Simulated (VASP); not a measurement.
VASP runs on BaS (space group Fm-3m) share one base input (PBE0 hybrid, plane waves, VASP's PBE PAW potentials (set 64)) and change the settings named in each case.

**INCAR**
```
! general
SYSTEM    =  BaS
PREC      =  Accurate
ENCUT     =  300
LREAL     =  F
LASPH     =  T
ISYM      =  3

! electronic loop
EDIFF     =  1E-6
NELM      =  100
ALGO      =  Normal
LMAXMIX   =  4

! smearing
ISMEAR    =  0
SIGMA     =  0.01

! functional
GGA       =  PE
LHFCALC   =  T
AEXX      =  0.25
HFRCUT    =  -1
PRECFOCK  =  Fast

! ions
ISIF      =  2

! output
LWAVE     =  F
LCHARG    =  F
```

### POSCAR
```
BaS
1.0
  0.0000000000   3.3053490000   3.3053490000
  3.3053490000   0.0000000000   3.3053490000
  3.3053490000   3.3053490000   0.0000000000
Ba S
1 1
Direct
  0.0000000000   0.0000000000   0.0000000000
  0.5000000000   0.5000000000   0.5000000000
```

### KPOINTS
```
Regular mesh
0
G
 5 5 5
```

POTCAR, in this order: Ba_sv S (PBE.64 set). Program: vasp_std.

```tsv
change	E(σ→0) (eV/atom)	pressure (GPa)
base run	-6.0263	-3.08
AEXX removed, HFRCUT removed, ISYM removed, LHFCALC removed, PRECFOCK removed	-5.0759	-2.57
HFRCUT removed, HFSCREEN = 0.2	-5.7559	-3.03
KPOINTS 2×2×2 Γ-centred mesh	-5.9120	-2.40
KPOINTS 3×3×3 Γ-centred mesh	-6.0173	-2.98
KPOINTS 4×4×4 Γ-centred mesh	-6.0253	-3.07
KPOINTS 6×6×6 Γ-centred mesh	-6.0265	-3.08
ENCUT = 180	-6.0382	-5.92
ENCUT = 345	-6.0265	-3.01
KPOINTS 4×4×4 Γ-centred mesh	-6.0253	-3.07
EDIFF = 1E-12 (not converged)	-6.0263	-3.08
```
 Energies of different potentials or functionals have different zeros.  Unless said otherwise, spin-orbit coupling is left out, though it shifts the bands of the heavy elements here.

Left out are runs that ran out of time, are held back, or changed the cell or the kind of run, fixed moments of cells without a moment, rows past the twelfth, gaps on odd meshes, pressures of charged cells and columns that move by less than the noise.

The structure comes from a computed database's BaS entry; how it stands against other phases isn't given here. The cell was not relaxed at this level, its lattice was scaled by up to 2.5 %.
